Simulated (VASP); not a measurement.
Consider the following.

```xyz
3
Lattice="3.2952 0.0000 0.0000 -1.6476 2.8537 0.0000 0.0000 0.0000 17.8482" Properties=species:S:1:pos:R:3 pbc="T T T"
Ta     1.6476     0.9512     8.9241
S      0.0000     1.9025     7.3654
S      0.0000     1.9025    10.4828
```

Computed with PBEsol GGA, VASP's PBE PAW potentials (set 64) (plane waves; VASP). Settings: 400 eV cut-off, Gaussian smearing of 0.050 eV, potentials Ta_pv S.

The cell holds a wide vacuum, so values per volume refer to the whole cell.

Problem. Give the energies of bands 6 to 14 at the high-symmetry points, in eV from the Fermi level.

Solution. 
| band | Γ | M | K |
|---|---|---|---|
| 6 | -5.68 | -5.83 | -5.06 |
| 7 | -2.39 | -4.47 | -4.75 |
| 8 | -2.39 | -3.84 | -3.95 |
| 9 | -1.56 | -2.89 | -3.47 |
| 10 | -1.21 | -1.55 | -2.73 |
| 11 | -1.21 | -1.14 | -1.77 |
| 12 | 1.00 | -0.28 | 0.73 |
| 13 | 3.39 | 3.80 | 2.50 |
| 14 | 3.40 | 4.18 | 4.29 |

It has no gap at this level: it comes out as a metal or semimetal.

The cell is a sheet with vacuum, built from a generated structure.
